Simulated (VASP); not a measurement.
Here is the system:

```xyz
3
Lattice="4.6184 0.0000 0.0000 -1.5395 4.3543 0.0000 0.0000 0.0000 26.4628" Properties=species:S:1:pos:R:3 pbc="T T T"
K      1.5395     2.1771     9.4605
K      0.0000     0.0000    13.2314
K      1.5395     2.1771    17.0023
```

All values below come from r2SCAN meta-GGA, VASP's PBE PAW potentials (set 64) (plane waves; VASP). Run with PREC = Normal, EDIFF = 1E-5, 400 eV cut-off, 7×7×1 Γ-centred mesh, first-order Methfessel-Paxton smearing of 0.10 eV, potentials K_sv.

Task: Estimate the energy per atom (σ→0), band gap (on the k-mesh) with the smallest direct gap where there is one.

Result: 
```json
{
 "band gap (on the k-mesh)": "none (metal, semimetal or under 0.01 eV)",
 "energy per atom (σ→0)": "-573.3 kJ/mol of atoms"
}
```

Only differences to runs with the same potentials and settings are physical.

The cell is a thin slab with vacuum, built from K (bcc): (110) face.
